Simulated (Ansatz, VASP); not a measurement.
**Cross-check of WC between VASP and Ansatz**

Aim: how closely do two programs agree when they are given the same cell, functional and k mesh? The cell is taken from a series of runs on this material, whose earlier steps may have relaxed, scaled, displaced or heated it; both programs get it as it stands.

Main program and level: Ansatz 0.2.0; plane waves, with VASP 6.6.1 beside it; relaxation of cell and atoms at PBE with D4, relaxation of cell and atoms at PBEsol and relaxation of cell and atoms at r2SCAN with rVV10.

### 1. The starting structure

It takes space group P-6m2 (No. 187, hexagonal). Conventional cell: a = 2.906 Å, b = 2.906 Å, c = 2.838 Å, α = 90.00°, β = 90.00°, γ = 120.00°. Nearest to W lie 6 C at 2.20 Å. Nearest to C lie 6 W at 2.20 Å. Farther neighbours are not listed.

### 2. Ansatz: relaxation of cell and atoms, PBE with D4

Ansatz runs on its default PAW (the set named soft_2) files.

The relaxed volume is the usual yardstick between codes: in a stiff, nearly cubic crystal its relative difference is about their pressure difference at one cell divided by the bulk modulus.

Contents of input.yaml:

```yaml
crystal:
  lattice:
    - [2.9059, 0.0, 0.0]
    - [-1.45295, 2.5165832209, 0.0]
    - [0.0, 0.0, 2.83767]
  atoms:
    - { symbol: W, position: [0.0, 0.0, 0.0] }
    - { symbol: C, position: [0.6666666667, 0.3333333333, 0.5] }
kpoints:
  mp_grid: { grid: [13, 13, 12] }
scf:
  occupations: { method: fermi_dirac, width: 0.05 }
hamiltonian:
  xc: pbe
  pseudopotentials: { kind: paw }
  dispersion: d4
relax:
  f_tol: 0.01
  max_steps: 60
  cell: { stress_tol: 0.02 }
output:
  forces: true
  stress: true
```

Launch:

```sh
$ ansatz run input.yaml --threads 4 --pin off --max-ram 8192MiB --backend cpu --events-out ev --progress --plain --runs-dir out
```

Numbers of over 12 decimals in the logs are rounded to 6 here.

What it wrote:

```text
Engine: ansatz 0.2.0, aarch64-unknown-linux-gnu
Pseudopotentials: kind: paw
Pseudopotential: W, paw, valence charge 14, recommended cutoff 420 eV (normal), W.paw.azcp
Pseudopotential: C, paw, valence charge 4, recommended cutoff 420 eV (normal), C.paw.azcp
Functional definition: PBE
  parameter kappa = 0.804
  parameter beta = 0.066725
  exchange = pbe_x(kappa = kappa, mu = beta*pi^2/3)
  correlation = pbe_c(beta = beta)
Crystal: 2 atoms, lattice volume = 20.752 Å³
Basis set: ecut = 420 eV, 405 PW (Γ), exchange–correlation on 40×40×40 points (8 copies of the dense FFT grid, shifted against one another)
Bands: 13, of which v1, the nominal top of the filled ones, is band 9 counted from 1 (8 counted from 0)
Symmetry: 12 space group operations
Space group: P-6m2 (ITA 187), of the structure as read, at distance tolerance 2.7e-5 Å
k-points: 147 of 2028 (time reversal used)
Non-local potential: W, projectors of the file, l = 0: 3, l = 1: 2, l = 2: 2, l = 3: 1
Non-local potential: C, projectors of the file, l = 0: 2, l = 1: 2, l = 2: 1
PAW form: soft (Blöchl's): semilocal exchange-correlation on the pseudo side does not see the compensation charge
PAW one-centre angular grid: W, 590 points (default); XC on 64 Gauss nodes
PAW one-centre angular grid: C, 110 points (default); XC on 64 Gauss nodes
Initial density: superposition of atomic densities (neutral atoms: chi_scale 0, normalization atom), corrected by the library's trained network
Initial wavefunctions: pseudopotential atomic-orbital guess
Functional: x = pbe(κ = 0.804, μ = 0.219515), c = pbe(β = 0.066725)
SCF iter   1: F=—  HF=-10637.026978 eV  |F-HF|=—  |Δ(HF+E_count)|=         —  Δρ=7.18e-3  dr2=2.53e-3  ethr=1.77e-3  ⟨swp⟩=5.8  Hψ=9579  notcnv=0
preconditioner: auto → none  [metal: Δε(μ)=0.036 eV  Ē_g=10.094 eV  σ=0.050 eV  W_gap=0.18  n_scr=8 (ndim 8)  ℏωp=25.8 eV  f_vac=0.000  D(μ)=0.36/eV (n_scr^D=0)  sad-step TF]
SCF iter   2: F=—  HF=-10637.029476 eV  |F-HF|=—  |Δ(HF+E_count)|=   2.50e-3  Δρ=4.16e-3  dr2=8.89e-4  ethr=1.40e-5  ⟨swp⟩=2.0  Hψ=3657  notcnv=0
SCF iter   3: F=—  HF=-10637.030497 eV  |F-HF|=—  |Δ(HF+E_count)|=   1.02e-3  Δρ=3.77e-4  dr2=2.68e-5  ethr=4.94e-6  ⟨swp⟩=2.3  Hψ=2834  notcnv=0
SCF iter   4: F=—  HF=-10637.030486 eV  |F-HF|=—  |Δ(HF+E_count)|=   1.09e-5  Δρ=1.32e-4  dr2=2.25e-6  ethr=1.49e-7  ⟨swp⟩=2.8  Hψ=3248  notcnv=0
iter 5 did not close the SCF: its close was put off for the readings that it lacked (scf_convergence_deferred on its scf_iter line)
SCF iter   5: F=-10637.030486 eV  HF=-10637.030486 eV  |F-HF|=5.98e-8  |Δ(HF+E_count)|=   2.86e-7  Δρ=2.40e-5  dr2=9.06e-8  ethr=1.25e-8  ⟨swp⟩=2.0  Hψ=3081  notcnv=0
SCF iter   6: F=-10637.030486 eV  HF=-10637.030486 eV  |F-HF|=2.73e-9  |Δ(HF+E_count)|=   3.25e-8  Δρ=5.21e-6  dr2=4.61e-9  ethr=5.04e-10  ⟨swp⟩=2.1  Hψ=6962  notcnv=0
SCF 1 converged in 6 iterations: F = -10637.030486 eV  dr2 = 4.61e-9
  greatest PAW one-centre occupation: 1.000 electrons in one spin orbital (limit 2), on the W atom at site 0 (counted from 0), in its partial waves of l = 0
relax step   1: F+E_penalty+E_count = -10637.03048629 eV  Δ(F+E_penalty+E_count) = +0.000e0 eV  max|allowed force component| = 2.776e-17 eV/Å  Δτ_max = 0.0000 Å  P = -1.469 GPa  Ω = 20.752 Å³  (6 SCF iters, dr2 threshold 1.00e-7 eV, accepted)
[...]
relax step   3: F+E_penalty+E_count = -10637.03103893 eV  Δ(F+E_penalty+E_count) = -1.328e-4 eV  max|allowed force component| = 1.480e-16 eV/Å  Δτ_max = 0.0000 Å  P = +0.116 GPa  Ω = 20.672 Å³  energy of the carried Pulay correction = +1.566e-4 eV  (6 SCF iters, dr2 threshold 2.00e-7 eV, accepted)
[...]
relax step   4: F+E_penalty+E_count = -10637.03103074 eV  Δ(F+E_penalty+E_count) = +8.186e-6 eV  max|allowed force component| = 5.089e-17 eV/Å  Δτ_max = 0.0000 Å  P = -0.021 GPa  Ω = 20.680 Å³  energy of the carried Pulay correction = +1.410e-4 eV  (6 SCF iters, dr2 threshold 1.12e-7 eV, accepted)
[...]
relax step   5: F+E_penalty+E_count = -10637.03103307 eV  Δ(F+E_penalty+E_count) = -2.329e-6 eV  max|allowed force component| = 2.220e-16 eV/Å  Δτ_max = 0.0000 Å  P = +0.000 GPa  Ω = 20.678 Å³  energy of the carried Pulay correction = +1.433e-4 eV  (7 SCF iters, dr2 threshold 1.63e-9 eV, accepted)
[...]
relax step   6: F+E_penalty+E_count = -10637.03090639 eV  Δ(F+E_penalty+E_count) = +1.267e-4 eV  max|allowed force component| = 2.498e-16 eV/Å  Δτ_max = 0.0000 Å  P = -0.006 GPa  Ω = 20.678 Å³  stress off target by 8.40e-3 GPa  SCF on the basis re-selected at this cell (its energy is not comparable with the rows above)  (8 SCF iters)
basis re-selected at this cell: Δ(F+E_penalty+E_count) = +1.267e-4 eV, ΔP = -0.006 GPa vs the last step (what re-selecting the basis moved, of the pressure what is left beyond the Pulay correction that the steps carried, after the strain that the cell walked since its last selection, with what the two solves' SCF thresholds leave and, on support functions, any second-order correction that the steps lacked; it is no m [...]
SCF converged after 8 iterations
Free energy (F): -10637.030906 eV
Harris-Foulkes:  -10637.030906 eV  (|F-HF|=0.00e0)
Internal energy: -10637.028159 eV  (E = F + TS)
E sigma→0 (E₀):  -10637.029533 eV
Entropy (-TS):   -0.002747 eV (-1.374 meV/atom)
Fermi energy:    20.682428 eV
--- Per-component energies (eV) ---
  E_band       = -56.994855
  E_kinetic    = 542.378043
  E_local      = -662.187716  (includes V_loc(G=0)·N_el)
  E_nonlocal   = 25.509109
  E_hartree    = 234.510924
  E_xc         = -316.696183
  E_vxc        = -300.631688  (∫ρ·V_xc dr)
  E_paw        = -8661.185259  (= ΣΔE_a)
  E_vpaw       = -131.084388  (= ΣTr[D̂ρ^β])
  E_aug_tail   = -0.000061  (compensation charges beyond the density's cutoff)
  E_ewald      = -1798.378876
  E_disp       = -0.978139  (pairwise vdW)
  E_smearing   = -0.002747  (= −TS)
  E_closure    = 0.000000  (closes the sum)
  Σ components = -10637.030906   (vs F -10637.030906, Δ=0.00e0)
--- Forces (eV/Å), atoms counted from 1 ---
  atom   1  W     -0.00000000     0.00000000     0.00000000
  atom   2  C      0.00000000     0.00000000     0.00000000
  max |Σ_I F_I| component: 6.85e-16 eV/Å
--- Stress (GPa, compression-positive) ---
       -0.005079      -0.000000      -0.000000
        0.000000      -0.005079      -0.000000
       -0.000000      -0.000000      -0.008401
  P = ⅓ Tr σ = -0.0062 GPa (-0.062 kbar)
--- Relaxed structure (5 steps of the walk, 5 accepted, 1 SCFs on fresh bases) ---
  F+E_penalty+E_count = -10637.03090639 eV   max|allowed force component| = 2.498e-16 eV/Å   (the final SCF, on the basis selected at the relaxed cell)
  cell:  # Å, volume = 20.6784 Å³
    - [2.903749, 0, 0.0]
    - [-1.451874, 2.514720, 0.0]
    - [0.0, 0.0, 2.831841]
  atoms:
    - { symbol: W, position: [-3.700743415524895e-17, 0, 0.0] }
    - { symbol: C, position: [0.666667, 0.333333, 0.500000] }
```

In the SCF lines HF is the Harris–Foulkes energy and dr2 the Hartree energy of the density residual, in eV; the loop may stop once dr2 is under the threshold and the program's other checks hold. Hψ counts applications of the Hamiltonian.

### 3. VASP: relaxation of cell and atoms, PBE with D4

The same cell, functional, mesh and smearing now go to VASP, with its own data sets.

Lines of VASP's logs that name or quote its potential files are left out, and so is its time.

Contents of INCAR:

```
SYSTEM = WC
PREC = Accurate
ENCUT = 600
EDIFF = 1E-07
NELM = 120
ISMEAR = -1
SIGMA = 0.05
LREAL = .FALSE.
ALGO = Normal
GGA = PE
IVDW = 13
NBANDS = 11
LASPH = .TRUE.
LORBIT = 11
LWAVE = .FALSE.
LCHARG = .FALSE.
ISIF = 3
IBRION = 2
NSW = 80
EDIFFG = -0.005
GGA_COMPAT = .FALSE.
NELMIN = 4
KPAR = 2
```

Contents of POSCAR:

```
WC
1.0
    2.9059000000      0.0000000000      0.0000000000
   -1.4529500000      2.5165830000      0.0000000000
    0.0000000000      0.0000000000      2.8376700000
W C
1 1
Direct
    0.0000000000      0.0000000000      0.0000000000
    0.6666666667      0.3333333333      0.5000000000
```

Contents of KPOINTS:

```
Automatic mesh
0
Gamma
13 13 12
0 0 0
```

Potentials, in the order of the species: W and C (PBE family, release 64).

Launch:

```sh
$ mpirun -np 2 vasp_std
```

What it wrote:

```text
[banner, memory and clock lines left out]
running    2 mpi-ranks, on    1 nodes
 distrk:  each k-point on    1 cores,    2 groups
 distr:  one band on    1 cores,    1 groups

 POSCAR found type information on POSCAR W C
 POSCAR found :  2 types and       2 ions
 LDA part: xc-table for (Slater+PW92), standard interpolation
 POSCAR, INCAR and KPOINTS ok, starting setup
 FFT: planning ... GRIDC
 FFT: planning ... GRID_SOFT
 FFT: planning ... GRID
 WAVECAR not read
 entering main loop
       N       E                     dE             d eps       ncg     rms          rms(c)
DAV:   1     0.297983251456E+02    0.29798E+02   -0.55171E+03  3234   0.933E+02
DAV:   2    -0.234057105380E+02   -0.53204E+02   -0.50373E+02  3695   0.214E+02
DAV:   3    -0.256764251792E+02   -0.22707E+01   -0.22460E+01  4029   0.372E+01
DAV:   4    -0.256913762570E+02   -0.14951E-01   -0.14947E-01  3529   0.354E+00
DAV:   5    -0.256914420439E+02   -0.65787E-04   -0.65787E-04  3998   0.234E-01    0.338E+01
DAV:   6    -0.226333784720E+02    0.30581E+01   -0.13966E+01  3882   0.228E+01    0.109E+01
DAV:   7    -0.225648749850E+02    0.68503E-01   -0.67413E-01  3315   0.647E+00    0.816E+00
DAV:   8    -0.225274588561E+02    0.37416E-01   -0.10770E-01  3560   0.247E+00    0.221E+00
DAV:   9    -0.225209869934E+02    0.64719E-02   -0.16004E-02  3507   0.818E-01    0.101E-01
DAV:  10    -0.225209659229E+02    0.21070E-04   -0.91930E-04  3720   0.262E-01    0.199E-01
DAV:  11    -0.225209526987E+02    0.13224E-04   -0.89083E-05  3852   0.667E-02    0.698E-03
DAV:  12    -0.225209497841E+02    0.29146E-05   -0.41202E-06  3654   0.144E-02    0.142E-02
DAV:  13    -0.225209498647E+02   -0.80608E-07   -0.42402E-07  3688   0.651E-03
   1 F= -.23495881E+02 E0= -.23494445E+02  d E =-.234959E+02
 curvature:   0.00 expect dE= 0.000E+00 dE for cont linesearch  0.000E+00
 trial: gam= 0.00000 g(F)=  0.152E-45 g(S)=  0.784E-02 ort = 0.000E+00 (trialstep = 0.100E+01)
 search vector abs. value=  0.784E-02
 bond charge predicted
       N       E                     dE             d eps       ncg     rms          rms(c)
DAV:   1    -0.224958248984E+02    0.25125E-01   -0.25958E-01  3234   0.421E+00    0.184E+00
DAV:   2    -0.224927787845E+02    0.30461E-02   -0.23885E-03  3849   0.442E-01    0.961E-01
DAV:   3    -0.224916006582E+02    0.11781E-02   -0.20652E-03  3612   0.339E-01    0.260E-02
DAV:   4    -0.224916044517E+02   -0.37936E-05   -0.25738E-05  3624   0.388E-02    0.177E-02
DAV:   5    -0.224916077390E+02   -0.32872E-05   -0.74536E-06  3768   0.179E-02    0.511E-03
DAV:   6    -0.224916081551E+02   -0.41617E-06   -0.27425E-07  3671   0.460E-03    0.245E-03
DAV:   7    -0.224916080996E+02    0.55517E-07   -0.14822E-08  1878   0.123E-03
   2 F= -.23488199E+02 E0= -.23486891E+02  d E =0.768128E-02
 trial-energy change:    0.007681  1 .order    0.007865   -0.007842    0.023572
 step:   0.2563(harm=  0.2496)  dis= 0.00000  next Energy=   -23.496889 (dE=-0.101E-02)
 bond charge predicted
       N       E                     dE             d eps       ncg     rms          rms(c)
DAV:   1    -0.225188920375E+02   -0.27284E-01   -0.14153E-01  3234   0.308E+00    0.136E+00
DAV:   2    -0.225171726479E+02    0.17194E-02   -0.13176E-03  3843   0.323E-01    0.720E-01
DAV:   3    -0.225164814457E+02    0.69120E-03   -0.11739E-03  3609   0.253E-01    0.197E-02
DAV:   4    -0.225164817243E+02   -0.27855E-06   -0.16185E-05  3597   0.305E-02    0.134E-02
DAV:   5    -0.225164815877E+02    0.13660E-06   -0.43270E-06  3747   0.140E-02    0.649E-03
DAV:   6    -0.225164812861E+02    0.30157E-06   -0.21689E-07  3370   0.386E-03    0.194E-03
DAV:   7    -0.225164813827E+02   -0.96567E-07   -0.12597E-08  1740   0.962E-04
   3 F= -.23496911E+02 E0= -.23495502E+02  d E =-.102983E-02
 curvature:  -0.12 expect dE=-0.882E-08 dE for cont linesearch -0.623E-08
 trial: gam= 0.00000 g(F)=  0.617E-45 g(S)=  0.707E-07 ort =-0.198E-04 (trialstep = 0.851E+00)
 search vector abs. value=  0.708E-07
 reached required accuracy - stopping structural energy minimisation
```

From OUTCAR (step 3):

```text
ion  position               nearest neighbor table
   1  0.000  0.000  0.000-   2 2.20   2 2.20   2 2.20   2 2.20   2 2.20   2 2.20
   2  0.667  0.333  0.500-   1 2.20   1 2.20   1 2.20   1 2.20   1 2.20   1 2.20

  LATTYP: Found a hexagonal cell.
 ALAT       =     2.9059000000
 C/A-ratio  =     0.9765201831

 Subroutine GETGRP returns: Found 12 space group operations
 (whereof 12 operations were pure point group operations)

The static configuration has the point symmetry D_3h.

 Found    147 irreducible k-points:

   k-points           NKPTS =    147   k-points in BZ     NKDIM =    147   number of bands    NBANDS=     11

   dimension x,y,z NGX =    24 NGY =   24 NGZ =   24
   dimension x,y,z NGXF=    48 NGYF=   48 NGZF=   48

   ENCUT  =  600.0 eV  44.10 Ry    6.64 a.u.   5.80  5.80  5.67*2*pi/ulx,y,z

   NELECT =      10.0000    total number of electrons

 k-points in reciprocal lattice and weights: Automatic mesh
   0.00000000  0.00000000  0.00000000       0.000
   0.07692308  0.00000000  0.00000000       0.003
   0.15384615  0.00000000  0.00000000       0.003
   0.23076923  0.00000000  0.00000000       0.003
   0.30769231  0.00000000  0.00000000       0.003
   0.38461538  0.00000000  0.00000000       0.003
   0.46153846  0.00000000  0.00000000       0.003
   0.07692308  0.07692308  0.00000000       0.003
   0.15384615  0.07692308  0.00000000       0.006
[...]
0.38461538  0.23076923  0.50000000       0.003
   0.30769231  0.30769231  0.50000000       0.003

 average (electrostatic) potential at core
       1 -37.2223       2 -46.0333

 E-fermi :   8.3848

 k-point     1 :       0.0000    0.0000    0.0000
  band No.  band energies     occupation
      1      -6.1022      2.00000
      2       4.0348      2.00000
      3       5.0237      2.00000
      4       5.0237      2.00000
      5       8.5170      0.13289
      6      11.6017      0.00000
      7      11.6017      0.00000
      8      14.0644      0.00000
      9      14.0644      0.00000
    ...

 k-point     2 :       0.0769    0.0000    0.0000
  band No.  band energies     occupation
      1      -5.9528      2.00000
      2       4.0790      2.00000
      3       4.8158      2.00000
      4       5.1707      2.00000
      5       8.0455      1.99775
      6      11.5455      0.00000
      7      12.1241      0.00000
      8      13.7453      0.00000
      9      13.9550      0.00000
     10      15.4188      0.00000
    ...

 k-point     3 :       0.1538    0.0000    0.0000
  band No.  band energies     occupation
      1      -5.5242      2.00000
      2       3.7816      2.00000
      3       4.7420      2.00000
      4       5.5902      2.00000
      5       7.1454      2.00000
      6      11.3934      0.00000
      7      12.9996      0.00000
      8      13.1406      0.00000
      9      13.6798      0.00000
     10      16.5300      0.00000
    ...

  DFT-D4 for vdW energy calculation

  Edisp (eV):   -0.98043

  Total       0.00027     0.00027     0.00167    -0.00000    -0.00000     0.00000
  in kB       0.02079     0.02079     0.12966    -0.00000    -0.00000     0.00000
  external pressure =        0.06 kB  Pullay stress =        0.00 kB

  energy-cutoff  :      600.00
  volume of cell :       20.63
      direct lattice vectors                 reciprocal lattice vectors
     2.900722544  0.000000000 -0.000000000     0.344741693  0.199036726  0.000000000
    -1.450361272  2.512099193  0.000000000     0.000000000  0.398073453  0.000000000
    -0.000000000 -0.000000000  2.830674017     0.000000000 -0.000000000  0.353272752

 POSITION                                       TOTAL-FORCE (eV/Angst)
 -----------------------------------------------------------------------------------
     -0.00000      0.00000      0.00000         0.000000      0.000000      0.000000
      1.45036      0.83737      1.41534        -0.000000     -0.000000     -0.000000
 -----------------------------------------------------------------------------------
    total drift:                               -0.000000     -0.000003      0.000000

  FREE ENERGIE OF THE ION-ELECTRON SYSTEM (eV)
  ---------------------------------------------------
  free  energy   TOTEN  =       -23.4969106011 eV

  energy  without entropy=      -23.4940938445  energy(sigma->0) =      -23.49550222

 reached required accuracy - stopping structural energy minimisation

 total charge
# of ion       s       p       d       tot
------------------------------------------
    1        0.632   0.891   4.369   5.893
    2        0.855   1.576   0.000   2.431
--------------------------------------------------
tot          1.487   2.467   4.369   8.324

[... 3 further parts left out ...]
```

CONTCAR:

```
WC
   1.00000000000000
     2.9007225443083082    0.0000000000000000   -0.0000000000000000
    -1.4503612721541541    2.5120991930245333    0.0000000000000000
    -0.0000000000000000   -0.0000000000000000    2.8306740171013347
  W               C
     1     1
Direct
     0.0000000000000000    0.0000000000000000    0.0000000000000000
     0.6666666667000030    0.3333333332999970    0.5000000000000000
```

Dispersion corrections of this kind ignore metallic screening and tend to overbind metals.

### 4. Side by side

Known differences besides the potentials themselves: the data sets hold 18 valence electrons in Ansatz (on its default PAW (the set named soft_2) files) and 10 in VASP; the cutoff is 420 eV in Ansatz and 600 eV in VASP; Ansatz adds a Pulay correction to the stress that steers its cell, VASP none. Total energies have different zeros and are not compared.

Compared:

```
                                         quantity  Ansatz   VASP  difference
                                      volume (Å³)   20.68  20.63     +0.25 %
edge a after relaxation, in the typed setting (Å)   2.904  2.901     +0.10 %
edge c after relaxation, in the typed setting (Å)   2.832  2.831     +0.04 %
```

(Continued in part 2 of 2.)

[Lines on the potential files, build, host, timing and source positions are cut from VASP's logs without a mark.]

[Logs are printed without paths, hosts, clocks, repeated set-up lines and the standing remarks that a program may print on its own settings, such as how far it seeks lower states.]

[Hosts, paths, dates, database ids (printed as entryN), source tags and the programs' standing remarks are cut or masked in the printed files.]
